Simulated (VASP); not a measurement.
```yaml
crystal:
  lattice:
    - [4.18625, 0.00000, 0.00000]
    - [0.00000, 4.18625, 0.00000]
    - [0.00000, 0.00000, 4.18625]
  atoms:
    - { symbol: La, position: [0.00000, 0.00000, 0.00000] }
    - { symbol: B, position: [0.80012, 0.50000, 0.50000] }
    - { symbol: B, position: [0.19988, 0.50000, 0.50000] }
    - { symbol: B, position: [0.50000, 0.80012, 0.50000] }
    - { symbol: B, position: [0.50000, 0.19988, 0.50000] }
    - { symbol: B, position: [0.50000, 0.50000, 0.80012] }
    - { symbol: B, position: [0.50000, 0.50000, 0.19988] }
```

Calculation: PBE GGA, VASP's PBE PAW potentials (set 64) (plane waves; VASP). Settings: 400 eV cut-off, 7×7×7 Γ-centred mesh, Gaussian smearing of 0.14 eV, potentials La B.

Problem. Give the energies of bands 9 to 17 at the high-symmetry points, in eV from the Fermi level.

Solution. 
```json
[
 {"band": "9", "Γ": "-7.51", "X": "-6.79", "M": "-6.69", "R": "-4.71"},
 {"band": "10", "Γ": "-6.93", "X": "-6.45", "M": "-6.09", "R": "-4.71"},
 {"band": "11", "Γ": "-6.93", "X": "-3.44", "M": "-4.39", "R": "-4.71"},
 {"band": "12", "Γ": "-1.86", "X": "-3.44", "M": "-4.39", "R": "-2.40"},
 {"band": "13", "Γ": "-1.86", "X": "-3.18", "M": "-2.88", "R": "-2.40"},
 {"band": "14", "Γ": "-1.86", "X": "-2.43", "M": "-2.88", "R": "-2.40"},
 {"band": "15", "Γ": "0.20", "X": "-1.49", "M": "0.97", "R": "1.39"},
 {"band": "16", "Γ": "0.20", "X": "1.39", "M": "0.97", "R": "1.66"},
 {"band": "17", "Γ": "0.20", "X": "1.50", "M": "1.85", "R": "1.67"}
]
```

It has no gap at this level: it comes out as a metal or semimetal.

The structure comes from a computed database's LaB6 entry; how it stands against other phases isn't given here. The cell was not relaxed at this level. The electron count is odd and the run is not spin-polarised, which forces a metal.
